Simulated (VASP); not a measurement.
A VASP calculation is set up with these files.

### INCAR
```
SYSTEM = C
PREC = Accurate
ENCUT = 520
EDIFF = 1E-3
NELM = 100
ALGO = Normal
LREAL = .FALSE.
LASPH = .TRUE.
ISMEAR = 0
SIGMA = 0.05
GGA = PE
LWAVE = .FALSE.
LCHARG = .FALSE.
ISIF = 3
IBRION = 2
NSW = 40
EDIFFG = -0.001
```

**KPOINTS**
```
Automatic mesh
0
Gamma
9 9 9
0 0 0
```

### POSCAR
```
C
1
    0.0000000000     1.8191700000     1.8191700000
    1.8191700000     0.0000000000     1.8191700000
    1.8191700000     1.8191700000     0.0000000000
C
2
Direct
 -0.0192395433   0.0192395433   0.0467246052
  0.2500000000   0.2500000000   0.2500000000
```

POTCAR, in this order: C (PBE.64 set). Program: vasp_std.

**Question.** One choice in this input is risky. Which, and does it do harm here?

**Answer.** The risk: EDIFF is too loose for the force threshold. Here it does no harm: the run (PBE GGA, plane waves, VASP's PBE PAW potentials (set 64)) converges to the same energy and pressure as with the safe setting.
**OSZICAR**
```
...
       N       E                     dE             d eps       ncg     rms          rms(c)
DAV:   1    -0.181867164976E+02    0.11073E-06   -0.24389E-05  2920   0.491E-02    0.160E-03
DAV:   2    -0.181867165213E+02   -0.23784E-07   -0.70585E-07  2920   0.108E-02
  14 F= -.18186717E+02 E0= -.18186717E+02  d E =-.102395E-02
       N       E                     dE             d eps       ncg     rms          rms(c)
DAV:   1    -0.181867219630E+02   -0.54655E-05   -0.43519E-03  5960   0.650E-01    0.196E-02
DAV:   2    -0.181867188004E+02    0.31627E-05   -0.35798E-05  5040   0.634E-02
  15 F= -.18186719E+02 E0= -.18186719E+02  d E =-.227904E-05
       N       E                     dE             d eps       ncg     rms          rms(c)
DAV:   1    -0.181867369468E+02   -0.14984E-04   -0.10343E-03  5944   0.315E-01    0.966E-03
DAV:   2    -0.181867360791E+02    0.86767E-06   -0.99470E-06  2936   0.334E-02
  16 F= -.18186736E+02 E0= -.18186736E+02  d E =-.195578E-04
       N       E                     dE             d eps       ncg     rms          rms(c)
DAV:   1    -0.181867353162E+02    0.16306E-05   -0.18897E-05  2920   0.444E-02    0.117E-03
DAV:   2    -0.181867353295E+02   -0.13281E-07   -0.48765E-07  2920   0.874E-03
  17 F= -.18186735E+02 E0= -.18186735E+02  d E =-.188081E-04
       N       E                     dE             d eps       ncg     rms          rms(c)
DAV:   1    -0.181867353838E+02   -0.67567E-07   -0.24554E-06  2920   0.155E-02    0.381E-04
DAV:   2    -0.181867353875E+02   -0.36882E-08   -0.70304E-08  2920   0.341E-03
  18 F= -.18186735E+02 E0= -.18186735E+02  d E =-.188661E-04
       N       E                     dE             d eps       ncg     rms          rms(c)
DAV:   1    -0.181867353974E+02   -0.13625E-07   -0.40847E-07  2920   0.646E-03    0.241E-04
DAV:   2    -0.181867353995E+02   -0.21249E-08   -0.12577E-08  2920   0.139E-03
  19 F= -.18186735E+02 E0= -.18186735E+02  d E =-.188782E-04
       N       E                     dE             d eps       ncg     rms          rms(c)
DAV:   1    -0.181867369659E+02   -0.15685E-05   -0.12609E-04  4200   0.110E-01    0.556E-03
DAV:   2    -0.181867366744E+02    0.29152E-06   -0.34487E-06  2920   0.217E-02
  20 F= -.18186737E+02 E0= -.18186737E+02  d E =-.127491E-05
       N       E                     dE             d eps       ncg     rms          rms(c)
DAV:   1    -0.181867367161E+02    0.24987E-06   -0.71122E-06  2920   0.258E-02    0.104E-03
DAV:   2    -0.181867367221E+02   -0.60641E-08   -0.29414E-07  2920   0.655E-03
  21 F= -.18186737E+02 E0= -.18186737E+02  d E =-.132262E-05
       N       E                     dE             d eps       ncg     rms          rms(c)
DAV:   1    -0.181867367737E+02   -0.57640E-07   -0.27148E-06  2920   0.165E-02    0.919E-04
DAV:   2    -0.181867367607E+02    0.13012E-07   -0.10304E-07  2920   0.396E-03
  22 F= -.18186737E+02 E0= -.18186737E+02  d E =-.136118E-05
       N       E                     dE             d eps       ncg     rms          rms(c)
DAV:   1    -0.181867367669E+02    0.68290E-08   -0.25167E-06  2920   0.160E-02    0.468E-04
DAV:   2    -0.181867367663E+02    0.59242E-09   -0.68607E-08  2920   0.332E-03
  23 F= -.18186737E+02 E0= -.18186737E+02  d E =-.559015E-08
```

The compound is C in the diamond structure. In the starting cell atoms are displaced from their ideal sites.
